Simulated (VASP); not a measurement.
A convergence study with VASP on SnO (litharge): one setting is varied, all else stays as given below, so the limit is that of these other settings.

```
CELL_PARAMETERS angstrom
      3.80000     0.00000     0.00000
      0.00000     3.80000     0.00000
      0.00000     0.00000     4.84000
ATOMIC_POSITIONS crystal
  Sn 0.50000 0.00000 0.76200
  Sn 0.00000 0.50000 0.23800
  O  0.50000 0.50000 0.00000
  O  0.00000 0.00000 0.00000
```

The numbers are results of PBE GGA, VASP's PBE PAW potentials (set 64) (plane waves; VASP 6.6.1), not measurements. The tightest run used: 700 eV cut-off, 11×11×8 Monkhorst-Pack mesh, Gaussian smearing of 0.050 eV, potentials Sn_d O.

Problem. The settings run are 1×1×1 mesh; 2×2×1 mesh; 3×3×2 mesh; 4×4×3 mesh; 5×5×4 mesh; 6×6×4 mesh; 7×7×5 mesh; 8×8×6 mesh; 9×9×6 mesh; 10×10×7 mesh; 11×11×8 mesh. From which on does the stress (every component) stay within 0.2 GPa of the tightest run?

Solution. From 4×4×3 mesh on: it is off by 0.05 there and by no more than 0.2 in any finer run, while 3×3×2 mesh is off by 0.37.
```tsv
setting	E (eV/atom)	pressure (GPa)	largest force (eV/Å)	irreducible k-points	difference judged (GPa)
1×1×1 mesh	-4.6539	16.62	2.758	1	25.89
2×2×1 mesh	-5.5882	6.53	0.432	1	3.32
3×3×2 mesh	-5.6771	4.24	0.569	3	0.37
4×4×3 mesh	-5.6707	4.59	0.450	6	0.05
5×5×4 mesh	-5.6689	4.61	0.463	12	0.05
6×6×4 mesh	-5.6694	4.57	0.469	12	0.01
7×7×5 mesh	-5.6694	4.57	0.467	30	0.00
8×8×6 mesh	-5.6694	4.58	0.467	30	0.00
9×9×6 mesh	-5.6694	4.57	0.467	45	0.00
10×10×7 mesh	-5.6694	4.58	0.468	60	0.01
11×11×8 mesh	-5.6694	4.58	0.467	84	0.00
```

Left out are rungs that failed or repeat a setting and relaxations that didn't move; long series are thinned to 24 rows.

The compound is SnO in the litharge structure. The cell was not relaxed at this level, forces remain on its atoms.
